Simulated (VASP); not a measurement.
OSZICAR of a VASP run on Sr (fcc):

OSZICAR:
```
       N       E                     dE             d eps       ncg     rms          rms(c)
DAV:   1     0.370754128906E+02    0.37075E+02   -0.48645E+03   846   0.958E+02
DAV:   2     0.255832933032E-01   -0.37050E+02   -0.36786E+02   945   0.165E+02
DAV:   3    -0.138264279267E+01   -0.14082E+01   -0.13951E+01  1181   0.274E+01
DAV:   4    -0.144051922408E+01   -0.57876E-01   -0.57799E-01  1220   0.522E+00
DAV:   5    -0.144203126582E+01   -0.15120E-02   -0.15115E-02  1332   0.537E-01    0.109E+01
DAV:   6    -0.144767587847E+01   -0.56446E-02   -0.98672E-03  1033   0.134E+00    0.616E+00
DAV:   7    -0.145219423605E+01   -0.45184E-02   -0.17440E-02   915   0.181E+00    0.378E-01
DAV:   8    -0.145229462973E+01   -0.10039E-03   -0.19342E-03  1158   0.352E-01    0.163E-01
DAV:   9    -0.145232936158E+01   -0.34732E-04   -0.11640E-04  1064   0.111E-01    0.389E-02
DAV:  10    -0.145234655181E+01   -0.17190E-04   -0.24597E-05  1086   0.432E-02    0.402E-02
DAV:  11    -0.145234491941E+01    0.16324E-05   -0.16863E-06  1060   0.129E-02    0.288E-03
DAV:  12    -0.145234441884E+01    0.50057E-06   -0.19145E-07  1419   0.280E-03    0.312E-03
DAV:  13    -0.145234445563E+01   -0.36794E-07   -0.34776E-09   526   0.678E-04
   1 F= -.14523445E+01 E0= -.14516072E+01  d E =-.221163E-02
```

Which electronic solver shows in the log?

It is blocked Davidson (ALGO = Normal, or the opening steps of other solvers). The INCAR had ALGO = Normal.

Can the final energy be trusted as converged?

The calculation finished and met its thresholds. It stopped with EDIFF = 1E-7, NELM = 100 (RPBE GGA, plane waves, VASP's PBE PAW potentials (set 64)).

The compound is Sr in the fcc structure. This cell is one point of a volume scan, at 0.94 of the reference volume.
